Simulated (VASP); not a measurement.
Input of a VASP 6.6.1 run:

File INCAR:

```
PREC     = Normal         # precision mode
ENCUT    = 520            # plane-wave cutoff, eV
EDIFF    = 1E-4           # SCF threshold, eV
ISMEAR   = 0              # smearing method
SIGMA    = 0.15           # smearing width, eV
LREAL    = False          # projectors in reciprocal space
LASPH    = True           # aspherical terms in the spheres
NELM     = 60             # most SCF steps
ALGO     = Fast           # electronic algorithm
ISIF     = 3              # what is computed and relaxed
LWAVE    = False          # write WAVECAR
LCHARG   = False          # write CHGCAR
GGA      = PE             # functional
IBRION   = 2              # ionic algorithm
NSW      = 24             # ionic steps
EDIFFG   = -0.08          # ionic threshold
```

Contents of KPOINTS:

```
Automatic mesh
0
Gamma
  5 5 4
```

Contents of POSCAR:

```
TiRuN2
1.0
    3.2425935900      0.0000000000      0.0000000000
    0.0000000000      3.2425935900      0.0000000000
    0.0000000000      0.0000000000      4.3981605400
Ti Ru N
1 1 2
Direct
    0.0000000000      0.0000000000      0.8369940300
    0.0000000000      0.0000000000      0.2988741800
    0.5000000000      0.0000000000      0.5431345000
    0.0000000000      0.5000000000      0.5431345000
```

Potentials or basis: VASP PAW PBE potentials, release 64 (Ti_sv, Ru_pv, N).

The run is started by

```sh
$ cat potpaw_PBE.64/Ti_sv/POTCAR potpaw_PBE.64/Ru_pv/POTCAR potpaw_PBE.64/N/POTCAR > POTCAR
$ mpirun -np 1 vasp_std > vasp.out
```

What does it give for the space group after relaxing (to 0.05 Å)?

P4mm (No. 99).

Estimate the relaxed volume.

13.24 Å³/atom.

Predict the band gap on the k mesh.

none (metal or under the smearing width).

Step by step:
| step | energy change (eV) | largest force (eV/Å) | pressure (GPa) | volume (Å³) |
| --- | --- | --- | --- | --- |
| 1 | 0.0000 | 4.2003 | 36.57 | 46.24 |
| 2 | -0.0827 | 2.0856 | -24.14 | 65.89 |
| 3 | -1.1823 | 0.3256 | -4.45 | 54.65 |
| 4 | -1.1862 | 0.3270 | -3.18 | 54.25 |
| 5 | -1.1868 | 0.3204 | -2.58 | 54.04 |
| 6 | -1.1864 | 0.3459 | -1.88 | 53.88 |
| 7 | -1.2225 | 0.2859 | 1.17 | 52.72 |
| 8 | -1.2228 | 0.3169 | 1.71 | 52.61 |
| 9 | -1.2175 | 0.4356 | -2.06 | 53.23 |
| 10 | -1.2268 | 0.1295 | 0.03 | 52.85 |
| 11 | -1.2269 | 0.1109 | 0.24 | 52.84 |
| 12 | -1.2275 | 0.0231 | -0.24 | 52.95 |

Caveat: the k mesh is coarse (spacing up to 0.39 Å⁻¹), so the values aren't converged; the relaxation stopped at a loose force limit of 0.08 eV/Å, so its end isn't a converged minimum.
